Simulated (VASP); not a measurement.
# Sc2InSb3 (C2/m) in VASP: relaxation of cell and atoms with PBE

Aim: the relaxation of cell and atoms of Sc2InSb3 with PBE.

All numbers are computed with VASP 6.6.1; they aren't measurements. Logs are shortened: lines on timing, memory, paths and dates and some standing lists are left out, and cuts for length are marked.

## (1) Starting point

It takes space group C2/m (No. 12, monoclinic). The conventional cell has a = 6.629 Å, b = 11.444 Å, c = 3.832 Å, α = 90.00°, β = 90.35°, γ = 90.00°. Sc (site symmetry 2) is surrounded by 6 Sb at 2.68 to 2.72 Å. Around In (site symmetry 2/m) lie 6 Sc at 3.81 to 3.85 Å and 12 Sb at 3.82 to 3.84 Å and 2 In at 3.83 Å. Sb (site symmetry 2/m) is surrounded by 4 Sc at 2.68 Å. Sb (site symmetry -1) has 4 Sc at 2.71 to 2.72 Å as nearest neighbours.

The cell was built by a generator and needn't be a form met in nature.

## (2) Relaxation of cell and atoms, PBE

INCAR

```
SYSTEM = Sc2InSb3
PREC     = Normal         ! precision mode
ENCUT    = 520            ! plane-wave cutoff, eV
EDIFF    = 1E-4           ! SCF threshold, eV
ISMEAR   = 0              ! smearing method
SIGMA    = 0.15           ! smearing width, eV
LREAL    = .False.        ! projectors in reciprocal space
LASPH    = .True.         ! aspherical terms in the spheres
NELM     = 60             ! most SCF steps
ALGO     = Fast           ! electronic algorithm
ISIF     = 3              ! what is computed and relaxed
LWAVE    = .False.        ! write WAVECAR
LCHARG   = .False.        ! write CHGCAR
GGA      = PE             ! functional
IBRION   = 2              ! ionic algorithm
NSW      = 24             ! ionic steps
EDIFFG   = -0.08          ! ionic threshold
```

KPOINTS

```
regular mesh
0
Gamma
  3 3 5
  0 0 0
```

POSCAR

```
Sc2InSb3
1.0
    3.3145108900     -5.7221401400      0.0000000000
    3.3145108900      5.7221401400      0.0000000000
   -0.0234061900      0.0000000000      3.8315972300
Sc In Sb
2 1 3
Direct
    0.6639999900      0.3360000100      0.0000000000
    0.3360000100      0.6639999900      0.0000000000
    0.0000000000      0.0000000000      0.0000000000
    0.5000000000      0.5000000000      0.5000000000
    0.0000000000      0.5000000000      0.5000000000
    0.5000000000      0.0000000000      0.5000000000
```

Potentials or basis: VASP PAW PBE potentials, release 64 (Sc_sv, In_d, Sb).

Started as:

```console
cat potpaw_PBE.64/Sc_sv/POTCAR potpaw_PBE.64/In_d/POTCAR potpaw_PBE.64/Sb/POTCAR > POTCAR
mpirun -np 1 vasp_std > vasp.out
```

OUTCAR:

```text
SYSTEM = Sc2InSb3
   PREC = Normal
   ENCUT = 520
   EDIFF = 1E-4
   ISMEAR = 0
   LREAL = .False.
   LASPH = .True.
   NELM = 60
   ISIF = 3
   GGA = PE
   IBRION = 2
   NSW = 24
   EDIFFG = -0.08

 ion  position               nearest neighbor table
   1  0.664  0.336  0.000-   4 2.68   4 2.68   5 2.71   6 2.71   5 2.72   6 2.72
   2  0.336  0.664  0.000-   4 2.68   4 2.68   6 2.71   5 2.71   5 2.72   6 2.72
   3  0.000  0.000  0.000-   5 3.82   6 3.82   5 3.82   6 3.82   4 3.82   4 3.82   5 3.83   6 3.83
                             6 3.83   5 3.83   4 3.84   4 3.84
   4  0.500  0.500  0.500-   1 2.68   2 2.68   1 2.68   2 2.68   5 3.31   6 3.31   6 3.31   5 3.31
                             3 3.82   3 3.82   3 3.84   3 3.84
   5  0.000  0.500  0.500-   2 2.71   1 2.71   1 2.72   2 2.72   4 3.31   4 3.31   6 3.31   6 3.31
                             3 3.82   3 3.82   3 3.83   3 3.83
   6  0.500  0.000  0.500-   1 2.71   2 2.71   1 2.72   2 2.72   4 3.31   4 3.31   5 3.31   5 3.31
                             3 3.82   3 3.82   3 3.83   3 3.83

  LATTYP: Found a base centered monoclinic cell.
 ALAT       =     6.6290217800
 B/A-ratio  =     1.7263905083
 C/A-ratio  =     0.5780141999
 COS(beta)  =    -0.0061086153

  Lattice vectors:

 A1 = (   3.3145108900,  -5.7221401400,   0.0000000000)
 A2 = (   3.3145108900,   5.7221401400,   0.0000000000)
 A3 = (  -0.0234061900,   0.0000000000,   3.8315972300)

Analysis of symmetry for initial positions (statically):
=====================================================================
 Subroutine PRICEL returns:
 Original cell was already a primitive cell.

 Routine SETGRP: Setting up the symmetry group for a
 base centered monoclinic supercell.

 Subroutine GETGRP returns: Found  4 space group operations
 (whereof  4 operations were pure point group operations)
 out of a pool of  4 trial point group operations.

The static configuration has the point symmetry C_2h.

Analysis of symmetry for dynamics (positions and initial velocities):
=====================================================================
 Subroutine PRICEL returns:
 Original cell was already a primitive cell.

 Routine SETGRP: Setting up the symmetry group for a
 base centered monoclinic supercell.

 Subroutine GETGRP returns: Found  4 space group operations
 (whereof  4 operations were pure point group operations)
 out of a pool of  4 trial point group operations.

The dynamic configuration has the point symmetry C_2h.

 Subroutine INISYM returns: Found  4 space group operations
 (whereof  4 operations are pure point group operations),
 and found     1 'primitive' translations

----------------------------------------------------------------------------------------

                                     Primitive cell

  volume of cell :     145.3409

  direct lattice vectors                    reciprocal lattice vectors
     3.314510890 -5.722140140  0.000000000     0.150851820 -0.087379894  0.000921513
     3.314510890  5.722140140  0.000000000     0.150851820  0.087379894  0.000921513
    -0.023406190  0.000000000  3.831597230     0.000000000  0.000000000  0.260987766

  length of vectors
     6.612780824  6.612780824  3.831668720     0.174334066  0.174334066  0.260987766

  position of ions in fractional coordinates (direct lattice)
     0.663999990  0.336000010  0.000000000
     0.336000010  0.663999990  0.000000000
     0.000000000  0.000000000  0.000000000
     0.500000000  0.500000000  0.500000000
     0.000000000  0.500000000  0.500000000
     0.500000000  0.000000000  0.500000000

  ion indices of the primitive-cell ions
   primitive index   ion index
                 1           1
                 2           2
                 3           3
                 4           4
                 5           5
                 6           6

----------------------------------------------------------------------------------------

 KPOINTS: regular mesh

Automatic generation of k-mesh.
 Grid dimensions read from file:
 generate k-points for:    3    3    5

 Generating k-lattice:

  Cartesian coordinates                     Fractional coordinates (reciprocal lattice)
     0.050283940 -0.029126631  0.000307171     0.333333333 -0.000000000  0.000000000
     0.050283940  0.029126631  0.000307171    -0.000000000  0.333333333  0.000000000
     0.000000000  0.000000000  0.052197553     0.000000000  0.000000000  0.200000000

  Length of vectors
     0.058111355  0.058111355  0.052197553

  Shift w.r.t. Gamma in fractional coordinates (k-lattice)
     0.000000000  0.000000000  0.000000000

 Subroutine IBZKPT returns following result:
 ===========================================

 Found     16 irreducible k-points:

 Following reciprocal coordinates:
            Coordinates               Weight
  0.000000  0.000000  0.000000      1.000000
  0.333333 -0.000000  0.000000      4.000000
  0.333333  0.333333  0.000000      2.000000
 -0.333333  0.333333  0.000000      2.000000
  0.000000  0.000000  0.200000      2.000000
  0.333333 -0.000000  0.200000      4.000000
[... 8 lines left out ...]
 -0.333333  0.333333  0.400000      4.000000
 -0.333333 -0.333333  0.400000      2.000000
   k-points           NKPTS =     16   k-points in BZ     NKDIM =     16   number of bands    NBANDS=     30
   number of dos      NEDOS =    301   number of ions     NIONS =      6
   total plane-waves  NPLWV =  38400
   dimension x,y,z NGX =    40 NGY =   40 NGZ =   24
   dimension x,y,z NGXF=    80 NGYF=   80 NGZF=   48
   ions per type =               2   1   3
   NGX,Y,Z   is equivalent  to a cutoff of  10.06, 10.06, 10.41 a.u.
   NGXF,Y,Z  is equivalent  to a cutoff of  20.11, 20.11, 20.83 a.u.
 SYSTEM =  Sc2InSb3
   PREC   = normal    normal or accurate (medium, high low for compatibility)
   ISTART =      0    job   : 0-new  1-cont  2-samecut
   ICHARG =      2    charge: 1-file 2-atom 10-const
   ISPIN  =      1    spin polarized calculation?
   LNONCOLLINEAR =      F non collinear calculations
   LSORBIT =      F    spin-orbit coupling
   LASPH  =      T    aspherical Exc in radial PAW
   ENCUT  =  520.0 eV  38.22 Ry    6.18 a.u.  12.30 12.30  7.12*2*pi/ulx,y,z
   NELM   =     60;   NELMIN=  2; NELMDL= -5     # of ELM steps
   EDIFF  = 0.1E-03   stopping-criterion for ELM
   LREAL  =      F    real-space projection
   EDIFFG = -.8E-01   stopping-criterion for IOM
   NSW    =     24    number of steps for IOM
   IBRION =      2    ionic relax: 0-MD 1-quasi-New 2-CG
   NFREE  =      1    steps in history (QN), initial steepest desc. (CG)
   ISIF   =      3    stress and relaxation
   ISYM   =      2    0-nonsym 1-usesym 2-fastsym
   POTIM  = 0.5000    time-step for ionic-motion
   TEBEG  =    0.0;   TEEND  =   0.0 temperature during run
   PSTRESS=    0.0 pullay stress
   NELECT =      50.0000    total number of electrons
   NUPDOWN=      -1.0000    fix difference up-down
   EMIN   =  10.00;   EMAX   =-10.00  energy-range for DOS
   EFERMI =   0.00;   METHOD = LEGACY
   ISMEAR =     0;   SIGMA  =   0.15  broadening in eV -4-tet -1-fermi 0-gaus
   EFERMI_NEDOS =   21; number of points for ismear=-14 and -15
   IALGO  =     68    algorithm
   IMIX   =      4    mixing-type and parameters
     AMIX     =   0.40;   BMIX     =  1.00
     AMIX_MAG =   1.60;   BMIX_MAG =  1.00
  volume/ion in A,a.u.               =      24.22       163.47
  Fermi-wavevector in a.u.,A,eV,Ry     =   1.147103  2.167709 17.903147  1.315844
  Thomas-Fermi vector in A             =   2.283784
   LORBIT       =      0    0 simple, 1 ext, 2 COOP (PROOUT), +10 PAW based schemes
   GGA     = PE    functional components
   LHFCALC =     F    Hartree Fock is set to
   AEXX    =    0.0000 exact exchange contribution
   IVDW    =     0    specifies the selected vdW correction
   LEPSILON=     F    determine dielectric tensor
   LRPA    =     F    only Hartree local field effects (RPA)
 conjugate gradient relaxation of ions
 non-spin polarized calculation
 RMM-DIIS sequential band-by-band and
 Gauss-broadening in eV      SIGMA  =   0.15
  energy-cutoff  :      520.00
  volume of cell :      145.34
 maximum number of plane-waves:      3947
   NGX = 25   NGY = 25   NGZ = 15

--------------------------------------- Ionic step        1  -------------------------------------------

 number of electron      50.0000022 magnetization

 Free energy of the ion-electron system (eV)
  ---------------------------------------------------
  ext. energy  EPLUGINS =         0.00000000
  ---------------------------------------------------
  free energy    TOTEN  =       -28.71650435 eV

  energy without entropy =      -28.69153035  energy(sigma->0) =      -28.70401735

 E-fermi :   7.2321     XC(G=0): -10.2290

 val. band max:        7.2239008422   @ k =  -0.3333  -0.3333   0.4000
 cond. band min:       7.2468390977   @ k =   0.0000   0.0000   0.2000
 fundamental gap:      0.0229382556
 Fermi energy:         7.2320515115

 k-point     1 :       0.0000    0.0000    0.0000
  band No.  band energies     occupation
      1     -41.7377      2.00000
      2     -41.7330      2.00000
      3     -20.5293      2.00000
      4     -20.5215      2.00000
      5     -20.4811      2.00000
      6     -20.4772      2.00000
[... 556 lines left out ...]
--------------------------------------- Ionic step        2  -------------------------------------------

 number of electron      49.9999991 magnetization

 E-fermi :   5.9480     XC(G=0):  -8.9239

 val. band max:        5.8215771829   @ k =   0.3333   0.3333   0.4000
 cond. band min:       5.9816356042   @ k =   0.3333  -0.0000   0.0000
 fundamental gap:      0.1600584213
 Fermi energy:         5.9479850391

 k-point     1 :       0.0000    0.0000    0.0000
  band No.  band energies     occupation
      1     -39.8670      2.00000
      2     -39.8649      2.00000
      3     -18.9069      2.00000
      4     -18.8931      2.00000
      5     -18.8520      2.00000
      6     -18.8236      2.00000
[... 517 lines left out ...]
     29      10.1576      0.00000
     30      11.4328      0.00000

------------------------ aborting loop EDIFF was not reached (unconverged)  ----------------------------

  FORCE on cell =-STRESS in cart. coord.  units (eV):
  Direction    XX          YY          ZZ          XY          YZ          ZX
  --------------------------------------------------------------------------------------
  -------------------------------------------------------------------------------------
  Total      -31.0721456    -35.4828838    -15.9828652      0.0000000      0.0000000      0.0729658
  in kB     -255.7727882   -292.0801235   -131.5642008      0.0000000      0.0000000      0.6006236
  external PRESSURE =    -226.4723708 kB  Pullay stress =       0.0000000 kB
[... 227 lines left out ...]
--------------------------------------- Ionic step        8  -------------------------------------------

 number of electron      50.0000010 magnetization

 Free energy of the ion-electron system (eV)
  ---------------------------------------------------
  ext. energy  EPLUGINS =         0.00000000
  ---------------------------------------------------
  free energy    TOTEN  =       -30.05867901 eV

  energy without entropy =      -30.03502245  energy(sigma->0) =      -30.04685073

 E-fermi :   5.8085     XC(G=0):  -9.5088

 val. band max:        5.8068791253   @ k =   0.0000   0.0000   0.2000
 cond. band min:       5.8340301385   @ k =   0.0000   0.0000   0.2000
 fundamental gap:      0.0271510132
 Fermi energy:         5.8085228584

 k-point     1 :       0.0000    0.0000    0.0000
  band No.  band energies     occupation
      1     -44.0107      2.00000
      2     -44.0080      2.00000
      3     -22.7024      2.00000
      4     -22.6998      2.00000
      5     -22.6764      2.00000
      6     -22.6745      2.00000
[... 550 lines left out ...]
  FREE ENERGIE OF THE ION-ELECTRON SYSTEM (eV)
  ---------------------------------------------------
  free  energy   TOTEN  =       -30.0586790107 eV

  energy  without entropy=      -30.0350224492  energy(sigma->0) =      -30.04685073

 reached required accuracy - stopping structural energy minimisation
```

Wall time 5.7 min (1 thread of Intel Xeon Platinum 8375C at 2.90GHz (Ice Lake), shared host); peak memory 0.25 GiB.

Results:

| Quantity | Value |
| --- | --- |
| Free energy | -30.0587 eV |
| Relaxed volume | 28.66 Å³/atom |
| Relaxed cell | a = 6.822 Å, b = 6.822 Å, c = 4.289 Å, α = 90.00°, β = 90.00°, γ = 120.53° |
| Space group after relaxing (to 0.05 Å) | Cmmm (No. 65) |
| Energy gained by relaxing | 223.7 meV/atom |
| Ionic steps | 8 |
| Pressure after relaxing | -0.1 GPa |
| Largest force after relaxing | 0.015 eV/Å |
| Band gap on the k mesh | none (metal or under the smearing width) |

Forces on the atoms (eV/Å):
```
Sc   0.000  0.015  0.000
Sc   0.000 -0.015  0.000
In   0.000  0.000  0.000
Sb   0.000  0.000  0.000
Sb   0.000  0.000  0.000
Sb   0.000  0.000  0.000
```

The path:
```tsv
step	energy change (eV)	largest force (eV/Å)	pressure (GPa)	volume (Å³)
1	0.0000	0.3485	14.14	145.34
2	-7.6411	0.1240	-22.65	194.64
3	-1.1598	0.1510	4.32	163.43
4	-1.2785	0.1114	1.70	168.90
5	-1.3162	0.0990	0.29	173.15
6	-1.3193	0.0813	-0.30	174.87
7	-1.3323	0.0420	-0.19	173.73
8	-1.3422	0.0150	-0.08	171.94
```

Final structure:
```
Sc In Sb
1.0
     3.38357   -5.92419    0.00983
     3.38357    5.92419    0.00983
    -0.01236    0.00000    4.28890
Sc In Sb
2 1 3
Direct
  0.66575 0.33425 0.00000
  0.33425 0.66575 0.00000
  0.00000 0.00000 0.00000
  0.50000 0.50000 0.50000
  0.00000 0.50000 0.50000
  0.50000 0.00000 0.50000
```

Levels at points of the mesh, in eV from the Fermi level:
```tsv
k point	band 21	band 22	band 23	band 24	band 25	band 26	band 27	band 28	band 29	band 30
(0.00, 0.00, 0.00)	-1.59	-1.55	-1.53	0.07	1.01	1.04	1.19	1.20	1.28	1.29
```

Caveat: the k mesh is coarse (spacing up to 0.37 Å⁻¹), so the values aren't converged; the volume moved by over 15 % at a fixed basis, so the end points are rough; the relaxation stopped at a loose force limit of 0.08 eV/Å, so its end isn't a converged minimum. The run has no spin-orbit coupling, so splittings on Sb are missing.
